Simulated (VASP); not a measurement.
Given:

```xyz
2
Lattice="3.9541 0.0000 0.0000 0.0000 3.9541 0.0000 0.0000 0.0000 3.9541" Properties=species:S:1:pos:R:3 pbc="T T T"
La     1.9881     1.9661     1.9952
In    -0.0111     0.0109    -0.0182
```

All values below come from PBEsol GGA, VASP's PBE PAW potentials (set 64) (plane waves; VASP). Numerical set-up: 300 eV cut-off, 6×6×6 Γ-centred mesh, Fermi-Dirac smearing of 0.10 eV, potentials La In_d.

At this cut-off the stress carries a Pulay error, which pulls relaxed volumes low.

### Question
Which forces act on the atoms, in eV/Å?

### Answer

```json
[
 {"atom": "La1", "Fx": "-0.046", "Fy": "0.045", "Fz": "-0.075"},
 {"atom": "In2", "Fx": "0.046", "Fy": "-0.045", "Fz": "0.075"}
]
```

### Question
Give the stress tensor in GPa (positive for a compressed cell).

### Answer

```
-2.43  -0.01   0.01
-0.01  -2.43  -0.01
 0.01  -0.01  -2.43
```
The pressure is its mean diagonal, -2.43 GPa.

The structure comes from a computed database's LaIn entry; how it stands against other phases isn't given here. The cell was not relaxed at this level.
